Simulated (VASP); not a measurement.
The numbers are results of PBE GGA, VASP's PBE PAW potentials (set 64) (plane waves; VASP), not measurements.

A VASP calculation is set up with these files.

File KPOINTS:
```
Regular mesh
0
gamma
  16 16 9
```

**POSCAR**
```
Be
1
    2.2647800000     0.0000000000     0.0000000000
   -1.1323900000     1.9613570000     0.0000000000
    0.0000000000     0.0000000000     3.5741000000
Be
2
Direct
  0.3333330000   0.6666670000   0.7500000000
  0.6666670000   0.3333330000   0.2500000000
```

**INCAR**
```
ALGO = Normal
EDIFF = 1E-6
ENCUT = 300
GGA = PE
ISIF = 2
ISMEAR = -1
LASPH = .True.
LCHARG = .False.
LREAL = .False.
LWAVE = .False.
NELM = 100
PREC = Accurate
SIGMA = 0.1
SYSTEM = Be
```

POTCAR, in this order: Be (PBE.64 set). Program: vasp_std.

Output

File OSZICAR:
```
       N       E                     dE             d eps       ncg     rms          rms(c)
DAV:   1    -0.507665988350E+01   -0.50767E+01   -0.12705E+03  1866   0.351E+02
DAV:   2    -0.758521733570E+01   -0.25086E+01   -0.24359E+01  2700   0.378E+01
DAV:   3    -0.760100780284E+01   -0.15790E-01   -0.15790E-01  2316   0.278E+00
DAV:   4    -0.760101657952E+01   -0.87767E-05   -0.87767E-05  2652   0.641E-02
DAV:   5    -0.760101658811E+01   -0.85888E-08   -0.85090E-08  2304   0.812E-04    0.120E+00
DAV:   6    -0.755503636565E+01    0.45980E-01   -0.58108E-03  2046   0.101E+00    0.731E-01
DAV:   7    -0.753654828161E+01    0.18488E-01   -0.63641E-03  2052   0.105E+00    0.270E-02
DAV:   8    -0.753652798995E+01    0.20292E-04   -0.11371E-05  2604   0.366E-02    0.924E-03
DAV:   9    -0.753652712618E+01    0.86377E-06   -0.25206E-06  2262   0.185E-02
   1 F= -.75365271E+01 E0= -.75349310E+01  d E =-.319219E-02
```

OUTCAR:
```
------------------------ aborting loop because EDIFF is reached ----------------------------------------
  FORCE on cell =-STRESS in cart. coord.  units (eV):
  Direction    XX          YY          ZZ          XY          YZ          ZX
  --------------------------------------------------------------------------------------
  Total        0.0299305      0.0299305     -0.1415443      0.0000000      0.0000000      0.0000000
  in kB        3.0204751      3.0204751    -14.2841251      0.0000000      0.0000000      0.0000000
  external PRESSURE =      -2.7477250 kB  Pullay stress =       0.0000000 kB
  volume of cell :       15.88
      direct lattice vectors                 reciprocal lattice vectors
     2.264780000  0.000000000  0.000000000     0.441543991  0.254925544  0.000000000
    -1.132390000  1.961357000  0.000000000     0.000000000  0.509851088  0.000000000
     0.000000000  0.000000000  3.574100000     0.000000000  0.000000000  0.279790717
 POSITION                                       TOTAL-FORCE (eV/Angst)
 -----------------------------------------------------------------------------------
     -0.00000      1.30757      2.68058        -0.000000      0.000000      0.000000
      1.13239      0.65379      0.89353         0.000000     -0.000000      0.000000
 -----------------------------------------------------------------------------------
    total drift:                                0.000001     -0.000000      0.000003
  FREE ENERGIE OF THE ION-ELECTRON SYSTEM (eV)
  ---------------------------------------------------
  free  energy   TOTEN  =        -7.5365271262 eV

  energy  without entropy=       -7.5333349314  energy(sigma->0) =       -7.53493103
```
(Selected blocks of OUTCAR.)

At this cut-off the stress carries a Pulay error, which pulls relaxed volumes low.

The structure comes from a computed database's Be entry; how it stands against other phases isn't given here. The cell was not relaxed at this level. The run is one of a series of settings (KPOINTS 16×16×9 Γ-centred mesh against the base run), some of them coarse on purpose.
